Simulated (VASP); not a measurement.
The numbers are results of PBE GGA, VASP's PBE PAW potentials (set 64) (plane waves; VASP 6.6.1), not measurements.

The input files of a VASP run:

### INCAR
```
# general
SYSTEM  = NiAl
PREC    = Accurate
ENCUT   = 480
LREAL   = .FALSE.
LASPH   = .TRUE.

# electronic loop
EDIFF   = 1E-7
NELM    = 100
ALGO    = Normal
LMAXMIX = 4

# smearing
ISMEAR  = 1
SIGMA   = 0.1

# functional
GGA     = PE

# ions
ISIF    = 2

# output
LWAVE   = .FALSE.
LCHARG  = .FALSE.
```

**KPOINTS**
```
Automatic mesh
0
Gamma
12 12 12
0 0 0
```

**POSCAR**
```
NiAl
1.0
  2.8926903333   0.0000000000   0.0000000000
  0.0000000000   2.8926903333   0.0000000000
  0.0000000000   0.0000000000   2.8926903333
Al Ni
1 1
Cart
  1.4463451667   1.4463451667   1.4463451667
  0.0000000000   0.0000000000   0.0000000000
```

POTCAR, in this order: Al Ni (PBE.64 set). Program: vasp_std.

The run wrote:

OUTCAR:
```
 ion  position               nearest neighbor table
   1  0.500  0.500  0.500-   2 2.51   2 2.51   2 2.51   2 2.51   2 2.51   2 2.51   2 2.51   2 2.51
  LATTYP: Found a simple cubic cell.
 ALAT       =     2.8926903333
 Subroutine PRICEL returns:
 Original cell was already a primitive cell.
 Subroutine GETGRP returns: Found 48 space group operations
The static configuration has the point symmetry O_h .
The dynamic configuration has the point symmetry O_h .
 Subroutine INISYM returns: Found 48 space group operations
 Subroutine IBZKPT returns following result:
 Found     84 irreducible k-points:

 Following reciprocal coordinates:
            Coordinates               Weight
  0.000000  0.000000  0.000000      1.000000
  0.083333  0.000000  0.000000      6.000000
  0.166667  0.000000  0.000000      6.000000
  0.250000  0.000000  0.000000      6.000000
  0.333333  0.000000  0.000000      6.000000
  0.416667  0.000000  0.000000      6.000000
  0.500000  0.000000  0.000000      3.000000
  0.083333  0.083333  0.000000     12.000000
  0.166667  0.083333  0.000000     24.000000
  0.250000  0.083333  0.000000     24.000000
  0.333333  0.083333  0.000000     24.000000
  0.416667  0.083333  0.000000     24.000000
  0.500000  0.083333  0.000000     12.000000
  0.166667  0.166667  0.000000     12.000000
  0.250000  0.166667  0.000000     24.000000
  0.333333  0.166667  0.000000     24.000000
  0.416667  0.166667  0.000000     24.000000
  0.500000  0.166667  0.000000     12.000000
  0.250000  0.250000  0.000000     12.000000
  0.333333  0.250000  0.000000     24.000000
  0.416667  0.250000  0.000000     24.000000
  0.500000  0.250000  0.000000     12.000000
  0.333333  0.333333  0.000000     12.000000
  0.416667  0.333333  0.000000     24.000000
  0.500000  0.333333  0.000000     12.000000
  0.416667  0.416667  0.000000     12.000000
  0.500000  0.416667  0.000000     12.000000
  0.500000  0.500000  0.000000      3.000000
  0.083333  0.083333  0.083333      8.000000
  0.166667  0.083333  0.083333     24.000000
  0.250000  0.083333  0.083333     24.000000
  0.333333  0.083333  0.083333     24.000000
  0.416667  0.083333  0.083333     24.000000
  0.500000  0.083333  0.083333     12.000000
  0.166667  0.166667  0.083333     24.000000
  0.250000  0.166667  0.083333     48.000000
  0.333333  0.166667  0.083333     48.000000
  0.416667  0.166667  0.083333     48.000000
  0.500000  0.166667  0.083333     24.000000
  0.250000  0.250000  0.083333     24.000000
   k-points           NKPTS =     84   k-points in BZ     NKDIM =     84   number of bands    NBANDS=     10
   number of dos      NEDOS =    301   number of ions     NIONS =      2
   total plane-waves  NPLWV =  13824
   dimension x,y,z NGX =    24 NGY =   24 NGZ =   24
   dimension x,y,z NGXF=    48 NGYF=   48 NGZF=   48
   ions per type =               1   1
   PREC   = accura    normal or accurate (medium, high low for compatibility)
   ISTART =      0    job   : 0-new  1-cont  2-samecut
   ICHARG =      2    charge: 1-file 2-atom 10-const
   ISPIN  =      1    spin polarized calculation?
   LNONCOLLINEAR =      F non collinear calculations
   LSORBIT =      F    spin-orbit coupling
   INIWAV =      1    electr: 0-lowe 1-rand  2-diag
   ENCUT  =  480.0 eV  35.28 Ry    5.94 a.u.   5.17  5.17  5.17*2*pi/ulx,y,z
   NELM   =    100;   NELMIN=  2; NELMDL= -5     # of ELM steps
   EDIFF  = 0.1E-06   stopping-criterion for ELM
   LREAL  =      F    real-space projection
   NLSPLINE    = F    spline interpolate recip. space projectors
   LMAXMIX     =    4 max onsite mixed and CHGCAR
   VOSKOWN=      0    Vosko Wilk Nusair interpolation
...
```

**OSZICAR**
```
       N       E                     dE             d eps       ncg     rms          rms(c)
DAV:   1     0.375737238572E+02    0.37574E+02   -0.54104E+03  1704   0.126E+03
DAV:   2    -0.107958654937E+02   -0.48370E+02   -0.45854E+02  1700   0.199E+02
DAV:   3    -0.119356177339E+02   -0.11398E+01   -0.11302E+01  2006   0.399E+01
DAV:   4    -0.119536275909E+02   -0.18010E-01   -0.18004E-01  2034   0.449E+00
DAV:   5    -0.119541380524E+02   -0.51046E-03   -0.51045E-03  1912   0.757E-01    0.118E+01
DAV:   6    -0.138505868576E+02   -0.18964E+01   -0.57977E+01  1866   0.130E+02    0.157E+01
DAV:   7    -0.105570317139E+02    0.32936E+01   -0.16595E+01  1836   0.781E+01    0.108E+00
DAV:   8    -0.105504443721E+02    0.65873E-02   -0.41709E-01  2130   0.810E+00    0.101E+00
DAV:   9    -0.105368950728E+02    0.13549E-01   -0.55686E-02  1946   0.384E+00    0.184E-01
DAV:  10    -0.105365200394E+02    0.37503E-03   -0.17487E-03  1952   0.669E-01    0.719E-02
DAV:  11    -0.105365175510E+02    0.24884E-05   -0.47978E-05  1918   0.667E-02    0.248E-02
DAV:  12    -0.105365159178E+02    0.16331E-05   -0.53853E-06  2022   0.440E-02    0.319E-03
DAV:  13    -0.105365154607E+02    0.45711E-06   -0.13572E-07  1096   0.388E-03    0.166E-03
DAV:  14    -0.105365154439E+02    0.16864E-07   -0.18778E-07   926   0.609E-03
   1 F= -.10536515E+02 E0= -.10536495E+02  d E =-.628273E-04
```

**OUTCAR**
```
------------------------ aborting loop because EDIFF is reached ----------------------------------------
  FORCE on cell =-STRESS in cart. coord.  units (eV):
  Direction    XX          YY          ZZ          XY          YZ          ZX
  --------------------------------------------------------------------------------------
  Total        0.0120320      0.0120320      0.0120320     -0.0000000     -0.0000000      0.0000000
  in kB        0.7964177      0.7964177      0.7964177     -0.0000000     -0.0000000      0.0000000
  external PRESSURE =       0.7964177 kB  Pullay stress =       0.0000000 kB
  volume of cell :       24.21
      direct lattice vectors                 reciprocal lattice vectors
     2.892690333  0.000000000  0.000000000     0.345698946  0.000000000  0.000000000
     0.000000000  2.892690333  0.000000000     0.000000000  0.345698946  0.000000000
     0.000000000  0.000000000  2.892690333     0.000000000  0.000000000  0.345698946
 POSITION                                       TOTAL-FORCE (eV/Angst)
 -----------------------------------------------------------------------------------
      1.44635      1.44635      1.44635         0.000000      0.000000      0.000000
      0.00000      0.00000      0.00000         0.000000      0.000000      0.000000
 -----------------------------------------------------------------------------------
    total drift:                                0.000000      0.000000      0.000000
  FREE ENERGIE OF THE ION-ELECTRON SYSTEM (eV)
  ---------------------------------------------------
  free  energy   TOTEN  =       -10.5365154439 eV

  energy  without entropy=      -10.5364526166  energy(sigma->0) =      -10.53649450
```
(Selected blocks of OUTCAR.)

The compound is NiAl in the CsCl type structure. It was relaxed first. The run is not spin-polarised, so no magnetic state was tried. The electron count is odd and the run is not spin-polarised, which forces a metal.
